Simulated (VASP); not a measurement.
These are SCAN meta-GGA, VASP's PBE PAW potentials (set 64) (plane waves; VASP) values and carry that method's errors.

Input for VASP

File POSCAR:
```
Se
1
    2.2265643758    -3.8565226107     0.0000000000
    2.2265643758     3.8565226107     0.0000000000
    0.0000000000     0.0000000000     5.0676998638
Se
3
Direct
  0.0000000000   0.2215934788   0.6666670000
  0.7784065212   0.7784065212   0.0000000000
  0.2215934788   0.0000000000   0.3333330000
```

### KPOINTS
```
Automatic mesh
0
Gamma
6 6 5
0 0 0
```

**INCAR**
```
ALGO = Normal
EDIFF = 1E-7
EDIFFG = -0.01
ENCUT = 520
IBRION = 2
ISIF = 4
ISMEAR = 0
LASPH = .True.
LCHARG = .False.
LMAXMIX = 4
LMIXTAU = .True.
LREAL = .False.
LWAVE = .False.
METAGGA = SCAN
NELM = 100
NSW = 30
PREC = Accurate
SIGMA = 0.05
SYSTEM = Se
```

POTCAR, in this order: Se (PBE.64 set). Program: vasp_std.

The run wrote:

File OUTCAR:
```
 ion  position               nearest neighbor table
   1  0.000  0.222  0.667-   2 2.40   3 2.40
   2  0.778  0.778  0.000-   1 2.40   3 2.40
   3  0.222  0.000  0.333-   2 2.40   1 2.40
  LATTYP: Found a hexagonal cell.
 ALAT       =     4.4531287390
 C/A-ratio  =     1.1380088385
 Subroutine PRICEL returns:
 Original cell was already a primitive cell.
 Subroutine GETGRP returns: Found  6 space group operations
The static configuration has the point symmetry C_2 .
 The point group associated with its full space group is D_3 .
The dynamic configuration has the point symmetry C_2 .
 Subroutine INISYM returns: Found  6 space group operations
 Subroutine IBZKPT returns following result:
 Found     27 irreducible k-points:

 Following reciprocal coordinates:
            Coordinates               Weight
  0.000000  0.000000  0.000000      1.000000
  0.166667  0.000000  0.000000      6.000000
  0.333333  0.000000  0.000000      6.000000
  0.500000  0.000000  0.000000      3.000000
  0.166667  0.166667  0.000000      6.000000
  0.333333  0.166667  0.000000     12.000000
  0.333333  0.333333  0.000000      2.000000
  0.000000  0.000000  0.200000      2.000000
  0.166667  0.000000  0.200000      6.000000
  0.000000  0.166667  0.200000      6.000000
  0.333333  0.000000  0.200000      6.000000
  0.000000  0.333333  0.200000      6.000000
  0.500000  0.000000  0.200000      6.000000
  0.166667  0.166667  0.200000     12.000000
  0.333333  0.166667  0.200000     12.000000
 -0.166667  0.500000  0.200000     12.000000
  0.333333  0.333333  0.200000      4.000000
  0.000000  0.000000  0.400000      2.000000
  0.166667  0.000000  0.400000      6.000000
  0.000000  0.166667  0.400000      6.000000
  0.333333  0.000000  0.400000      6.000000
  0.000000  0.333333  0.400000      6.000000
  0.500000  0.000000  0.400000      6.000000
  0.166667  0.166667  0.400000     12.000000
  0.333333  0.166667  0.400000     12.000000
 -0.166667  0.500000  0.400000     12.000000
  0.333333  0.333333  0.400000      4.000000
   k-points           NKPTS =     27   k-points in BZ     NKDIM =     27   number of bands    NBANDS=     13
   number of dos      NEDOS =    301   number of ions     NIONS =      3
   total plane-waves  NPLWV =  51840
   dimension x,y,z NGX =    36 NGY =   36 NGZ =   40
   dimension x,y,z NGXF=    72 NGYF=   72 NGZF=   80
   ions per type =               3
   PREC   = accura    normal or accurate (medium, high low for compatibility)
   ISTART =      0    job   : 0-new  1-cont  2-samecut
   ICHARG =      2    charge: 1-file 2-atom 10-const
   ISPIN  =      1    spin polarized calculation?
   LNONCOLLINEAR =      F non collinear calculations
   LSORBIT =      F    spin-orbit coupling
   INIWAV =      1    electr: 0-lowe 1-rand  2-diag
   ENCUT  =  520.0 eV  38.22 Ry    6.18 a.u.   8.28  8.28  9.42*2*pi/ulx,y,z
   NELM   =    100;   NELMIN=  2; NELMDL= -5     # of ELM steps
   EDIFF  = 0.1E-06   stopping-criterion for ELM
   LREAL  =      F    real-space projection
   NLSPLINE    = F    spline interpolate recip. space projectors
   LMAXMIX     =    4 max onsite mixed and CHGCAR
   VOSKOWN=      0    Vosko Wilk Nusair interpolation
   EDIFFG = -.1E-01   stopping-criterion for IOM
   NSW    =     30    number of steps for IOM
   NBLOCK =      1;   KBLOCK =     30    inner block; outer block
   IBRION =      2    ionic relax: 0-MD 1-quasi-New 2-CG
   NFREE  =      1    steps in history (QN), initial steepest desc. (CG)
   ISIF   =      4    stress and relaxation
   ISYM   =      2    0-nonsym 1-usesym 2-fastsym
   TEIN   =    0.0    initial temperature
   TEBEG  =    0.0;   TEEND  =   0.0 temperature during run
...
```

File OSZICAR:
```
       N       E                     dE             d eps       ncg     rms          rms(c)
DAV:   1     0.361327608359E+02    0.36133E+02   -0.73720E+03   702   0.117E+03
DAV:   2    -0.573895049207E+02   -0.93522E+02   -0.89850E+02   956   0.177E+02
DAV:   3    -0.637182960018E+02   -0.63288E+01   -0.62913E+01   822   0.545E+01
DAV:   4    -0.637743318324E+02   -0.56036E-01   -0.55990E-01   827   0.598E+00
DAV:   5    -0.637748364405E+02   -0.50461E-03   -0.50458E-03   882   0.564E-01    0.611E+00
DAV:   6    -0.609355155692E+02    0.28393E+01   -0.39877E-01   707   0.668E+00    0.447E+00
DAV:   7    -0.587813448358E+02    0.21542E+01   -0.14765E+00   707   0.901E+00    0.219E+00
DAV:   8    -0.598188354130E+02   -0.10375E+01   -0.45080E-01   702   0.728E+00    0.109E+00
DAV:   9    -0.599714676163E+02   -0.15263E+00   -0.83593E-02   762   0.276E+00    0.527E-01
DAV:  10    -0.601921394323E+02   -0.22067E+00   -0.32129E-01   702   0.776E+00    0.441E-01
DAV:  11    -0.602345572413E+02   -0.42418E-01   -0.51869E-02   702   0.293E+00    0.274E-01
DAV:  12    -0.602352559896E+02   -0.69875E-03   -0.91301E-04   887   0.326E-01    0.286E-01
DAV:  13    -0.602359191950E+02   -0.66321E-03   -0.96373E-04   707   0.462E-01    0.322E-01
DAV:  14    -0.602344006425E+02    0.15186E-02   -0.16017E-02   702   0.194E+00    0.545E-02
DAV:  15    -0.602389583486E+02   -0.45577E-02   -0.48984E-03   702   0.106E+00    0.145E-01
DAV:  16    -0.602393295750E+02   -0.37123E-03   -0.16969E-03   712   0.606E-01    0.131E-01
DAV:  17    -0.602392702347E+02    0.59340E-04   -0.13769E-03   702   0.534E-01    0.290E-02
DAV:  18    -0.602393770977E+02   -0.10686E-03   -0.21981E-04   732   0.201E-01    0.361E-02
DAV:  19    -0.602392051203E+02    0.17198E-03   -0.19889E-04   702   0.198E-01    0.160E-02
DAV:  20    -0.602392272521E+02   -0.22132E-04   -0.14815E-05   732   0.552E-02    0.941E-03
DAV:  21    -0.602392215693E+02    0.56827E-05   -0.10475E-05   782   0.403E-02    0.684E-03
DAV:  22    -0.602392235893E+02   -0.20200E-05   -0.27573E-06   727   0.228E-02    0.371E-03
DAV:  23    -0.602392227038E+02    0.88554E-06   -0.97787E-07   752   0.157E-02    0.244E-03
DAV:  24    -0.602392231059E+02   -0.40217E-06   -0.52899E-07   722   0.111E-02    0.100E-03
DAV:  25    -0.602392228842E+02    0.22172E-06   -0.11821E-07   496   0.508E-03    0.480E-04
DAV:  26    -0.602392229350E+02   -0.50773E-07   -0.28553E-08   371   0.206E-03
   1 F= -.60239223E+02 E0= -.60239223E+02  d E =-.602392E+02
       N       E                     dE             d eps       ncg     rms          rms(c)
DAV:   1    -0.602429739125E+02   -0.37510E-02   -0.84638E-01   702   0.598E+00    0.595E-01
DAV:   2    -0.602492733875E+02   -0.62995E-02   -0.49461E-02   797   0.215E+00    0.130E-01
DAV:   3    -0.602490048648E+02    0.26852E-03   -0.18027E-03   777   0.487E-01    0.825E-02
DAV:   4    -0.602490728385E+02   -0.67974E-04   -0.17836E-03   702   0.463E-01    0.584E-02
DAV:   5    -0.602492089352E+02   -0.13610E-03   -0.14878E-03   702   0.518E-01    0.209E-02
DAV:   6    -0.602491958414E+02    0.13094E-04   -0.44249E-04   702   0.274E-01    0.160E-02
DAV:   7    -0.602491790321E+02    0.16809E-04   -0.34305E-05   792   0.811E-02    0.322E-03
DAV:   8    -0.602491823297E+02   -0.32976E-05   -0.70957E-06   732   0.408E-02    0.228E-03
DAV:   9    -0.602491815909E+02    0.73883E-06   -0.13853E-05   702   0.594E-02    0.778E-04
DAV:  10    -0.602491799320E+02    0.16588E-05   -0.21835E-06   722   0.238E-02    0.478E-04
DAV:  11    -0.602491799592E+02   -0.27196E-07   -0.76384E-08   481   0.392E-03
   2 F= -.60249180E+02 E0= -.60249180E+02  d E =-.995702E-02
       N       E                     dE             d eps       ncg     rms          rms(c)
DAV:   1    -0.602492995481E+02   -0.11962E-03   -0.83719E-02   702   0.188E+00    0.185E-01
DAV:   2    -0.602498439748E+02   -0.54443E-03   -0.49159E-03   812   0.672E-01    0.415E-02
DAV:   3    -0.602498128686E+02    0.31106E-04   -0.18666E-04   767   0.156E-01    0.259E-02
DAV:   4    -0.602498159840E+02   -0.31154E-05   -0.17365E-04   707   0.146E-01    0.189E-02
DAV:   5    -0.602498314767E+02   -0.15493E-04   -0.14038E-04   702   0.161E-01    0.656E-03
DAV:   6    -0.602498299312E+02    0.15455E-05   -0.41547E-05   712   0.844E-02    0.507E-03
DAV:   7    -0.602498289250E+02    0.10062E-05   -0.27081E-06   797   0.226E-02    0.122E-03
DAV:   8    -0.602498291009E+02   -0.17594E-06   -0.48334E-07   737   0.107E-02    0.675E-04
DAV:   9    -0.602498293123E+02   -0.21134E-06   -0.12311E-06   702   0.177E-02    0.250E-04
DAV:  10    -0.602498290906E+02    0.22163E-06   -0.23601E-07   486   0.786E-03    0.156E-04
DAV:  11    -0.602498291059E+02   -0.15256E-07   -0.81654E-09   351   0.105E-03
   3 F= -.60249829E+02 E0= -.60249829E+02  d E =-.106062E-01
       N       E                     dE             d eps       ncg     rms          rms(c)
DAV:   1    -0.602506025330E+02   -0.77344E-03   -0.27928E-02   702   0.105E+00    0.945E-02
DAV:   2    -0.602502950441E+02    0.30749E-03   -0.95793E-04   832   0.296E-01    0.494E-02
DAV:   3    -0.602503721763E+02   -0.77132E-04   -0.80780E-04   712   0.389E-01    0.171E-02
DAV:   4    -0.602503961923E+02   -0.24016E-04   -0.27400E-04   712   0.256E-01    0.879E-03
DAV:   5    -0.602504523881E+02   -0.56196E-04   -0.40241E-04   702   0.306E-01    0.891E-03
DAV:   6    -0.602503667882E+02    0.85600E-04   -0.15864E-04   702   0.180E-01    0.313E-03
DAV:   7    -0.602503694649E+02   -0.26767E-05   -0.65172E-06   792   0.335E-02    0.100E-03
DAV:   8    -0.602503696382E+02   -0.17326E-06   -0.14899E-06   737   0.180E-02    0.504E-04
DAV:   9    -0.602503694005E+02    0.23769E-06   -0.71718E-07   727   0.132E-02    0.188E-04
DAV:  10    -0.602503694564E+02   -0.55884E-07   -0.16754E-07   486   0.638E-03
   4 F= -.60250369E+02 E0= -.60250369E+02  d E =-.540350E-03
       N       E                     dE             d eps       ncg     rms          rms(c)
DAV:   1    -0.602510115148E+02   -0.64211E-03   -0.43128E-02   702   0.130E+00    0.117E-01
DAV:   2    -0.602505376978E+02    0.47382E-03   -0.14780E-03   832   0.368E-01    0.615E-02
DAV:   3    -0.602506568306E+02   -0.11913E-03   -0.12489E-03   712   0.485E-01    0.213E-02
DAV:   4    -0.602506924652E+02   -0.35635E-04   -0.42818E-04   712   0.320E-01    0.108E-02
DAV:   5    -0.602507782852E+02   -0.85820E-04   -0.62334E-04   702   0.381E-01    0.112E-02
DAV:   6    -0.602506464715E+02    0.13181E-03   -0.24645E-04   702   0.225E-01    0.391E-03
DAV:   7    -0.602506505221E+02   -0.40505E-05   -0.10514E-05   792   0.425E-02    0.127E-03
DAV:   8    -0.602506506128E+02   -0.90692E-07   -0.22866E-06   732   0.222E-02    0.623E-04
DAV:   9    -0.602506503611E+02    0.25162E-06   -0.11129E-06   727   0.165E-02    0.244E-04
DAV:  10    -0.602506503866E+02   -0.25422E-07   -0.27138E-07   626   0.809E-03
   5 F= -.60250650E+02 E0= -.60250650E+02  d E =-.821281E-03
```

OUTCAR:
```
------------------------ aborting loop because EDIFF is reached ----------------------------------------
  FORCE on cell =-STRESS in cart. coord.  units (eV):
  Direction    XX          YY          ZZ          XY          YZ          ZX
  --------------------------------------------------------------------------------------
  Total       -0.1276096     -0.1276096     -0.1471847      0.0000000     -0.0000000      0.0000000
  in kB       -2.3492102     -2.3492102     -2.7095752      0.0000000     -0.0000000      0.0000000
  external PRESSURE =      -2.4693319 kB  Pullay stress =       0.0000000 kB
  volume of cell :       87.03
      direct lattice vectors                 reciprocal lattice vectors
     2.242661112 -3.884402976 -0.000000000     0.222949423 -0.128719910 -0.000000000
     2.242661112  3.884402976  0.000000000     0.222949423  0.128719910  0.000000000
     0.000000000 -0.000000000  4.995213940     0.000000000 -0.000000000  0.200191626
 POSITION                                       TOTAL-FORCE (eV/Angst)
 -----------------------------------------------------------------------------------
      2.73171     -3.03734      3.33014         0.000079      0.000136      0.000000
      3.50722     -0.00000      0.00000        -0.000157      0.000000     -0.000000
      2.73171      3.03734      1.66507         0.000079     -0.000136     -0.000000
 -----------------------------------------------------------------------------------
    total drift:                                0.000232     -0.000453      0.000006
  FREE ENERGIE OF THE ION-ELECTRON SYSTEM (eV)
  ---------------------------------------------------
  free  energy   TOTEN  =       -60.2506503866 eV

  energy  without entropy=      -60.2506503866  energy(sigma->0) =      -60.25065039

 reached required accuracy - stopping structural energy minimisation
```
(Selected blocks of OUTCAR.)

CONTCAR:
```
Se
   1.00000000000000
     2.2426611119049293   -3.8844029758772201   -0.0000000000000000
     2.2426611119049293    3.8844029758772201    0.0000000000000000
     0.0000000000000000   -0.0000000000000000    4.9952139403743114
  Se
     3
Direct
     0.9999999999999528    0.2180665282579396    0.6666669999999968
     0.7819334717421075    0.7819334717421075    0.0000000000000000
     0.2180665282579396    0.9999999999999528    0.3333330000000032
```

The compound is Se in the trig structure. This cell is one point of a volume scan, at 1.03 of the reference volume. Symmetry was kept, so distortions that lower it aren't found.
